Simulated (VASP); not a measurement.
# Be4TeSe3 (P-4m2) in VASP: further runs

The runs below take Be4TeSe3 through single point, relaxation of cell and atoms, with PBE.

Everything below comes from runs of VASP 6.6.1. Logs are shortened: lines on timing, memory, paths and dates and some standing lists are left out, and cuts for length are marked.

## 1. Starting point

It takes space group P-4m2 (No. 115, tetragonal). Conventional cell: a = 3.758 Å, b = 3.758 Å, c = 10.589 Å, α = 90.00°, β = 90.00°, γ = 90.00°. Around Be (site symmetry 2mm) lie 4 Se at 2.27 Å. Be (site symmetry 2mm) is surrounded by 2 Se at 2.26 Å and 2 Te at 2.40 Å. Te (site symmetry -4m2) is surrounded by 4 Be at 2.40 Å. Se (site symmetry 2mm) has 4 Be at 2.26 to 2.27 Å as nearest neighbours. Around Se (site symmetry -4m2) lie 4 Be at 2.27 Å.

The cell was built by a generator and needn't be a form met in nature.

## 2. Single point, PBE

Contents of INCAR:

```
ALGO = Fast ; EDIFF = 1E-5
ENCUT = 520 ; GGA = PE
ISIF = 2 ; ISMEAR = 0
LASPH = True ; LCHARG = False
LREAL = Auto ; LWAVE = False
NELM = 80 ; PREC = Normal
SIGMA = 0.05
```

Contents of KPOINTS:

```
k-points
0
Gamma
  5 5 2
```

Contents of POSCAR:

```
Be4TeSe3
1.0
    3.7577600000      0.0000000000      0.0000000000
    0.0000000000      3.7577600000      0.0000000000
    0.0000000000      0.0000000000     10.5893200000
Be Te Se
4 1 3
Direct
    0.5000000000      0.0000000000      0.3801760000
    0.0000000000      0.5000000000      0.6198240000
    0.0000000000      0.5000000000      0.1408400000
    0.5000000000      0.0000000000      0.8591600000
    0.0000000000      0.0000000000      0.0000000000
    0.5000000000      0.5000000000      0.2601670000
    0.0000000000      0.0000000000      0.5000000000
    0.5000000000      0.5000000000      0.7398330000
```

Potentials or basis: VASP PAW PBE potentials, release 64 (Be, Te, Se).

On the command line:

```sh
cat potpaw_PBE.64/Be/POTCAR potpaw_PBE.64/Te/POTCAR potpaw_PBE.64/Se/POTCAR > POTCAR
mpirun -np 1 vasp_std > vasp.out
```

OUTCAR:

```text
EDIFF = 1E-5
   ENCUT = 520
   GGA = PE
   ISIF = 2
   ISMEAR = 0
   LASPH = True
   LREAL = Auto
   NELM = 80
   PREC = Normal

 ion  position               nearest neighbor table
   1  0.500  0.000  0.380-   7 2.27   7 2.27   6 2.27   6 2.27
   2  0.000  0.500  0.620-   7 2.27   7 2.27   8 2.27   8 2.27
   3  0.000  0.500  0.141-   6 2.26   6 2.26   5 2.40   5 2.40
   4  0.500  0.000  0.859-   8 2.26   8 2.26   5 2.40   5 2.40
   5  0.000  0.000  0.000-   3 2.40   4 2.40   3 2.40   4 2.40
   6  0.500  0.500  0.260-   3 2.26   3 2.26   1 2.27   1 2.27
   7  0.000  0.000  0.500-   1 2.27   2 2.27   2 2.27   1 2.27
   8  0.500  0.500  0.740-   4 2.26   4 2.26   2 2.27   2 2.27

  LATTYP: Found a simple tetragonal cell.
 ALAT       =     3.7577600000
 C/A-ratio  =     2.8179873116

  Lattice vectors:

 A1 = (   3.7577600000,   0.0000000000,   0.0000000000)
 A2 = (   0.0000000000,   3.7577600000,   0.0000000000)
 A3 = (   0.0000000000,   0.0000000000,  10.5893200000)

Analysis of symmetry for initial positions (statically):
=====================================================================
 Subroutine PRICEL returns:
 Original cell was already a primitive cell.

 Routine SETGRP: Setting up the symmetry group for a
 simple tetragonal supercell.

 Subroutine GETGRP returns: Found  8 space group operations
 (whereof  8 operations were pure point group operations)
 out of a pool of 16 trial point group operations.

The static configuration has the point symmetry D_2d.

Analysis of symmetry for dynamics (positions and initial velocities):
=====================================================================
 Subroutine PRICEL returns:
 Original cell was already a primitive cell.

 Routine SETGRP: Setting up the symmetry group for a
 simple tetragonal supercell.

 Subroutine GETGRP returns: Found  8 space group operations
 (whereof  8 operations were pure point group operations)
 out of a pool of 16 trial point group operations.

The dynamic configuration has the point symmetry D_2d.

 Subroutine INISYM returns: Found  8 space group operations
 (whereof  8 operations are pure point group operations),
 and found     1 'primitive' translations

----------------------------------------------------------------------------------------

                                     Primitive cell

  volume of cell :     149.5292

  direct lattice vectors                    reciprocal lattice vectors
     3.757760000  0.000000000  0.000000000     0.266115984  0.000000000  0.000000000
     0.000000000  3.757760000  0.000000000     0.000000000  0.266115984  0.000000000
     0.000000000  0.000000000 10.589320000     0.000000000  0.000000000  0.094434770

  length of vectors
     3.757760000  3.757760000 10.589320000     0.266115984  0.266115984  0.094434770

  position of ions in fractional coordinates (direct lattice)
     0.500000000  0.000000000  0.380176000
     0.000000000  0.500000000  0.619824000
     0.000000000  0.500000000  0.140840000
     0.500000000  0.000000000  0.859160000
     0.000000000  0.000000000  0.000000000
     0.500000000  0.500000000  0.260167000
     0.000000000  0.000000000  0.500000000
     0.500000000  0.500000000  0.739833000

  ion indices of the primitive-cell ions
   primitive index   ion index
                 1           1
                 2           2
                 3           3
                 4           4
                 5           5
                 6           6
                 7           7
                 8           8

----------------------------------------------------------------------------------------

 KPOINTS: k-points

Automatic generation of k-mesh.
 Grid dimensions read from file:
 generate k-points for:    5    5    2

 Generating k-lattice:

  Cartesian coordinates                     Fractional coordinates (reciprocal lattice)
     0.053223197  0.000000000  0.000000000     0.200000000  0.000000000  0.000000000
     0.000000000  0.053223197  0.000000000     0.000000000  0.200000000  0.000000000
     0.000000000  0.000000000  0.047217385     0.000000000  0.000000000  0.500000000

  Length of vectors
     0.053223197  0.053223197  0.047217385

  Shift w.r.t. Gamma in fractional coordinates (k-lattice)
     0.000000000  0.000000000  0.000000000

 Subroutine IBZKPT returns following result:
 ===========================================

 Found     12 irreducible k-points:

 Following reciprocal coordinates:
            Coordinates               Weight
  0.000000  0.000000  0.000000      1.000000
  0.200000  0.000000  0.000000      4.000000
  0.400000  0.000000  0.000000      4.000000
  0.200000  0.200000  0.000000      4.000000
  0.400000  0.200000  0.000000      8.000000
  0.400000  0.400000  0.000000      4.000000
  0.000000  0.000000  0.500000      1.000000
  0.200000  0.000000  0.500000      4.000000
  0.400000  0.000000  0.500000      4.000000
  0.200000  0.200000  0.500000      4.000000
  0.400000  0.200000  0.500000      8.000000
  0.400000  0.400000  0.500000      4.000000
   k-points           NKPTS =     12   k-points in BZ     NKDIM =     12   number of bands    NBANDS=     21
   number of dos      NEDOS =    301   number of ions     NIONS =      8
   total plane-waves  NPLWV =  34560
   dimension x,y,z NGX =    24 NGY =   24 NGZ =   60
   dimension x,y,z NGXF=    48 NGYF=   48 NGZF=  120
   ions per type =               4   1   3
   NGX,Y,Z   is equivalent  to a cutoff of  10.62, 10.62,  9.42 a.u.
   NGXF,Y,Z  is equivalent  to a cutoff of  21.24, 21.24, 18.84 a.u.
 SYSTEM =  unknown system
   PREC   = normal    normal or accurate (medium, high low for compatibility)
   ISTART =      0    job   : 0-new  1-cont  2-samecut
   ICHARG =      2    charge: 1-file 2-atom 10-const
   ISPIN  =      1    spin polarized calculation?
   LNONCOLLINEAR =      F non collinear calculations
   LSORBIT =      F    spin-orbit coupling
   LASPH  =      T    aspherical Exc in radial PAW
   ENCUT  =  520.0 eV  38.22 Ry    6.18 a.u.   6.99  6.99 19.69*2*pi/ulx,y,z
   NELM   =     80;   NELMIN=  2; NELMDL= -5     # of ELM steps
   EDIFF  = 0.1E-04   stopping-criterion for ELM
   LREAL  =      T    real-space projection
   EDIFFG = 0.1E-03   stopping-criterion for IOM
   NSW    =      0    number of steps for IOM
   IBRION =     -1    ionic relax: 0-MD 1-quasi-New 2-CG
   NFREE  =      0    steps in history (QN), initial steepest desc. (CG)
   ISIF   =      2    stress and relaxation
   ISYM   =      2    0-nonsym 1-usesym 2-fastsym
   POTIM  = 0.5000    time-step for ionic-motion
   TEBEG  =    0.0;   TEEND  =   0.0 temperature during run
   PSTRESS=    0.0 pullay stress
   NELECT =      32.0000    total number of electrons
   NUPDOWN=      -1.0000    fix difference up-down
   EMIN   =  10.00;   EMAX   =-10.00  energy-range for DOS
   EFERMI =   0.00;   METHOD = LEGACY
   ISMEAR =     0;   SIGMA  =   0.05  broadening in eV -4-tet -1-fermi 0-gaus
   EFERMI_NEDOS =   21; number of points for ismear=-14 and -15
   IALGO  =     68    algorithm
   IMIX   =      4    mixing-type and parameters
     AMIX     =   0.40;   BMIX     =  1.00
     AMIX_MAG =   1.60;   BMIX_MAG =  1.00
  volume/ion in A,a.u.               =      18.69       126.13
  Fermi-wavevector in a.u.,A,eV,Ry     =   0.979226  1.850468 13.046393  0.958883
  Thomas-Fermi vector in A             =   2.110062
   LORBIT       =      0    0 simple, 1 ext, 2 COOP (PROOUT), +10 PAW based schemes
   GGA     = PE    functional components
   LHFCALC =     F    Hartree Fock is set to
   AEXX    =    0.0000 exact exchange contribution
   IVDW    =     0    specifies the selected vdW correction
   LEPSILON=     F    determine dielectric tensor
   LRPA    =     F    only Hartree local field effects (RPA)
 non-spin polarized calculation
 RMM-DIIS sequential band-by-band and
 Gauss-broadening in eV      SIGMA  =   0.05
  energy-cutoff  :      520.00
  volume of cell :      149.53
 maximum number of plane-waves:      4050
   NGX = 13   NGY = 13   NGZ = 39

 number of electron      32.0000002 magnetization

 Free energy of the ion-electron system (eV)
  ---------------------------------------------------
  ext. energy  EPLUGINS =         0.00000000
  ---------------------------------------------------
  free energy    TOTEN  =       -33.95884433 eV

  energy without entropy =      -33.95884433  energy(sigma->0) =      -33.95884433

 E-fermi :   4.1843     XC(G=0):  -9.2477

 val. band max:        3.9335318925   @ k =   0.0000   0.0000   0.0000
 cond. band min:       6.0799658323   @ k =   0.0000   0.0000   0.0000
 fundamental gap:      2.1464339397
 Fermi energy:         4.1843183061

 k-point     1 :       0.0000    0.0000    0.0000
  band No.  band energies     occupation
      1      -9.8952      2.00000
      2      -9.3149      2.00000
      3      -8.7756      2.00000
      4      -7.2513      2.00000
      5      -1.2682      2.00000
      6       0.7347      2.00000
[... 13 lines left out ...]
     20       7.4453      0.00000
     21       7.8866      0.00000

 k-point     2 :       0.2000    0.0000    0.0000
  band No.  band energies     occupation
      1      -9.6763      2.00000
      2      -9.1663      2.00000
      3      -8.6933      2.00000
      4      -7.1084      2.00000
      5      -1.0022      2.00000
      6      -0.4185      2.00000
[... 13 lines left out ...]
     20       8.4248      0.00000
     21       8.6961      0.00000

 k-point     3 :       0.4000    0.0000    0.0000
  band No.  band energies     occupation
      1      -9.1452      2.00000
      2      -8.8945      2.00000
      3      -8.7080      2.00000
      4      -6.8321      2.00000
      5      -1.7134      2.00000
      6      -1.5927      2.00000
[... 13 lines left out ...]
     20       8.7971      0.00000
     21       8.9853      0.00000

 k-point     4 :       0.2000    0.2000    0.0000
  band No.  band energies     occupation
      1      -9.4695      2.00000
      2      -9.0235      2.00000
      3      -8.6138      2.00000
      4      -6.9378      2.00000
      5      -0.7875      2.00000
      6      -0.5307      2.00000
[... 13 lines left out ...]
     20       8.9421      0.00000
     21       9.2353      0.00000

 k-point     5 :       0.4000    0.2000    0.0000
  band No.  band energies     occupation
      1      -8.9799      2.00000
      2      -8.7639      2.00000
      3      -8.6051      2.00000
      4      -6.6105      2.00000
      5      -1.4351      2.00000
      6      -1.3258      2.00000
[... 13 lines left out ...]
     20       8.8255      0.00000
     21       9.1728      0.00000

 k-point     6 :       0.4000    0.4000    0.0000
  band No.  band energies     occupation
      1      -8.6324      2.00000
      2      -8.5297      2.00000
      3      -8.4722      2.00000
      4      -6.1745      2.00000
      5      -1.2267      2.00000
      6      -1.0394      2.00000
[... 13 lines left out ...]
     20       8.0391      0.00000
     21       8.9204      0.00000

 k-point     7 :       0.0000    0.0000    0.5000
  band No.  band energies     occupation
      1      -9.8555      2.00000
      2      -9.4368      2.00000
      3      -8.6525      2.00000
      4      -7.3041      2.00000
      5      -0.7336      2.00000
      6      -0.5937      2.00000
[... 13 lines left out ...]
     20       7.7602      0.00000
     21       7.9418      0.00000

 k-point     8 :       0.2000    0.0000    0.5000
  band No.  band energies     occupation
      1      -9.6434      2.00000
      2      -9.2607      2.00000
      3      -8.6122      2.00000
      4      -7.1315      2.00000
      5      -1.0177      2.00000
      6      -0.8460      2.00000
[... 13 lines left out ...]
     20       8.2472      0.00000
     21       8.9391      0.00000

 k-point     9 :       0.4000    0.0000    0.5000
  band No.  band energies     occupation
      1      -9.1302      2.00000
      2      -8.9262      2.00000
      3      -8.6920      2.00000
      4      -6.8305      2.00000
      5      -1.5951      2.00000
      6      -1.5041      2.00000
[... 13 lines left out ...]
     20       8.6709      0.00000
     21       9.1628      0.00000

 k-point    10 :       0.2000    0.2000    0.5000
  band No.  band energies     occupation
      1      -9.4425      2.00000
      2      -9.0960      2.00000
      3      -8.5594      2.00000
      4      -6.9467      2.00000
      5      -0.9087      2.00000
      6      -0.7937      2.00000
[... 13 lines left out ...]
     20       8.7869      0.00000
     21       8.9623      0.00000

 k-point    11 :       0.4000    0.2000    0.5000
  band No.  band energies     occupation
      1      -8.9677      2.00000
      2      -8.7890      2.00000
      3      -8.5929      2.00000
      4      -6.6095      2.00000
      5      -1.3386      2.00000
      6      -1.2389      2.00000
[... 13 lines left out ...]
     20       8.1772      0.00000
     21       9.8546      0.00000

 k-point    12 :       0.4000    0.4000    0.5000
  band No.  band energies     occupation
      1      -8.6261      2.00000
      2      -8.5414      2.00000
      3      -8.4670      2.00000
      4      -6.1749      2.00000
      5      -1.1333      2.00000
      6      -1.0559      2.00000
[... 13 lines left out ...]
     20       7.5687      0.00000
     21       8.4480      0.00000

------------------------ aborting loop because EDIFF is reached ----------------------------------------

  FORCE on cell =-STRESS in cart. coord.  units (eV):
  Direction    XX          YY          ZZ          XY          YZ          ZX
  --------------------------------------------------------------------------------------
  -------------------------------------------------------------------------------------
  Total        0.0684178      0.0684178     -0.0753255      0.0000000      0.0000000      0.0000000
  in kB        0.7330841      0.7330841     -0.8070982      0.0000000      0.0000000      0.0000000
  external PRESSURE =       0.2196900 kB  Pullay stress =       0.0000000 kB

 VOLUME and BASIS-vectors are now :
 -----------------------------------------------------------------------------
  energy-cutoff  :      520.00
  volume of cell :      149.53
      direct lattice vectors                 reciprocal lattice vectors
     3.757760000  0.000000000  0.000000000     0.266115984  0.000000000  0.000000000
     0.000000000  3.757760000  0.000000000     0.000000000  0.266115984  0.000000000
     0.000000000  0.000000000 10.589320000     0.000000000  0.000000000  0.094434770

 POSITION                                       TOTAL-FORCE (eV/Angst)
 -----------------------------------------------------------------------------------
      1.87888      0.00000      4.02581         0.000000     -0.000000      0.003772
      0.00000      1.87888      6.56351         0.000000     -0.000000     -0.003772
      0.00000      1.87888      1.49140         0.000000     -0.000000     -0.000285
      1.87888      0.00000      9.09792         0.000000     -0.000000      0.000285
      0.00000      0.00000      0.00000         0.000000     -0.000000      0.000000
      1.87888      1.87888      2.75499         0.000000      0.000000     -0.014207
      0.00000      0.00000      5.29466         0.000000     -0.000000      0.000000
      1.87888      1.87888      7.83433        -0.000000      0.000000      0.014207
 -----------------------------------------------------------------------------------
    total drift:                                0.000000     -0.000000      0.000000

  FREE ENERGIE OF THE ION-ELECTRON SYSTEM (eV)
  ---------------------------------------------------
  free  energy   TOTEN  =       -33.9588443285 eV

  energy  without entropy=      -33.9588443285  energy(sigma->0) =      -33.95884433
```

Wall time 21 s (1 thread of Intel Xeon Platinum 8259CL at 2.50GHz (Skylake/Cascade Lake), shared host); peak memory 0.19 GiB.

What came out:

* Free energy: -33.9588 eV
* Pressure: 0.0 GPa
* Largest force: 0.014 eV/Å
* Band gap on the k mesh: 2.15 eV, direct

Forces on the atoms (eV/Å):
```
Be   0.000  0.000  0.004
Be   0.000  0.000 -0.004
Be   0.000  0.000  0.000
Be   0.000  0.000  0.000
Te   0.000  0.000  0.000
Se   0.000  0.000 -0.014
Se   0.000  0.000  0.000
Se   0.000  0.000  0.014
```

Stress tensor (GPa, compression positive):
```
 0.07  0.00  0.00
 0.00  0.07  0.00
 0.00  0.00 -0.08
```

Levels at points of the mesh, in eV from the valence-band top:
```csv
k point,band 14,band 15,band 16,band 17,band 18,band 19
"(0.00, 0.00, 0.00)",-0.26,0.00,0.00,2.15,3.06,3.18
"(0.00, 0.00, 0.50)",-1.19,-0.28,-0.28,2.36,2.63,3.69
```

Caveat: spin-orbit coupling is left out, which moves the levels of the heavy elements; an odd mesh through Γ misses points on the zone boundary, where band edges often lie. PBE gaps usually lie below the measured ones, often by a third to a half.

[end of part 1 of 2]
